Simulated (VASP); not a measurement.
NiMoIrPdW: relaxation of cell and atoms with revPBE

Crystal: NiMoIrPdW.

```
CELL_PARAMETERS angstrom
2.76609 0.00000 0.00000
-1.38305 2.39551 0.00000
0.00000 0.00000 11.02278
ATOMIC_POSITIONS crystal
Ni 0.33333 0.66667 0.59711
Mo 0.00000 0.00000 0.41074
Pd 0.66667 0.33333 0.79520
Ir 0.66667 0.33333 0.19961
W 0.33333 0.66667 0.99734
```

The cell was built by a generator and needn't be a form met in nature.

```yaml
Program: VASP 6.6.1
Task: relaxation of cell and atoms
Functional: revPBE
Potentials_or_basis: VASP PAW PBE potentials, release 64 (Ni, Mo_sv, Pd, Ir, W_sv)
Cutoff: 600 eV
k_mesh: 11 × 11 × 3
Occupations: fermi-dirac, width 0.05 eV
Spin: collinear spin, ferromagnetic start
Starting_moments: "[1.0, 1.0, 0.0, 0.6, 0.0] μB"
Further_INCAR_settings: ALGO = Normal; EDIFF = 1e-07; IBRION = 2; EDIFFG = -0.02; NSW = 60; ISIF = 3
```

```yaml
Relaxed_volume: 14.81 Å³/atom
Relaxed_cell: a = 2.782 Å, b = 2.782 Å, c = 11.054 Å, α = 90.00°, β = 90.00°, γ = 120.00°
Space_group_after_relaxing_to_0.05_Å: P3m1 (No. 156)
Energy_gained_by_relaxing: 2.7 meV/atom
Ionic_steps: 7
Pressure_after_relaxing: 0.1 GPa
Largest_force_after_relaxing: 0.016 eV/Å
Band_gap_on_the_k_mesh: none (metal or under the smearing width)
Net_moment: 0.00 μB per cell
Valence_electrons_inside_the_program's_atomic_spheres: Ni 9.14; Mo 12.43; Pd 9.54; Ir 8.36; W 12.03
```

Forces in eV/Å, atoms in the order of the input:
```
Ni   0.000  0.000 -0.013
Mo   0.000  0.000  0.006
Pd   0.000  0.000  0.016
Ir   0.000  0.000  0.002
W    0.000  0.000 -0.011
```

The path:
```
step  energy change (eV)  largest force (eV/Å)  pressure (GPa)  volume (Å³)
   1              0.0000                0.1624            3.41        73.04
   2              0.0407                0.1945           -7.08        76.38
   3             -0.0116                0.1560           -0.16        74.09
   4             -0.0130                0.0543           -0.03        74.07
   5             -0.0130                0.0528            0.01        74.07
   6             -0.0134                0.0342            0.05        74.07
   7             -0.0135                0.0161            0.10        74.07
```

Final structure:
```yaml
crystal:
  lattice:
    - [2.78171, 0.00000, 0.00000]
    - [-1.39086, 2.40904, 0.00000]
    - [0.00000, 0.00000, 11.05365]
  atoms:
    - { symbol: Ni, position: [0.33333, 0.66667, 0.59626] }
    - { symbol: Mo, position: [0.00000, 0.00000, 0.40973] }
    - { symbol: Pd, position: [0.66667, 0.33333, 0.79524] }
    - { symbol: Ir, position: [0.66667, 0.33333, 0.20013] }
    - { symbol: W, position: [0.33333, 0.66667, 0.99864] }
```

Levels at points of the mesh, in eV from the Fermi level:
Spin up:
| k point | band 26 | band 27 | band 28 | band 29 | band 30 | band 31 | band 32 | band 33 |
| --- | --- | --- | --- | --- | --- | --- | --- | --- |
| (0.00, 0.00, 0.00) | -1.43 | -1.04 | -1.04 | -0.86 | -0.32 | -0.32 | -0.18 | 0.38 |
Spin down:
| k point | band 26 | band 27 | band 28 | band 29 | band 30 | band 31 | band 32 | band 33 |
| --- | --- | --- | --- | --- | --- | --- | --- | --- |
| (0.00, 0.00, 0.00) | -1.43 | -1.04 | -1.04 | -0.86 | -0.32 | -0.32 | -0.18 | 0.38 |

Wall time 23 min on 4 MPI ranks on Intel(R) Xeon(R) Platinum 8488C (Sapphire Rapids) (shared host), peak memory 0.74 GiB a rank.

Caveat: the PAW data sets were made with another functional, which shifts forces and pressure a little. Spin-orbit coupling is left out, which matters for the levels of Ir, W.
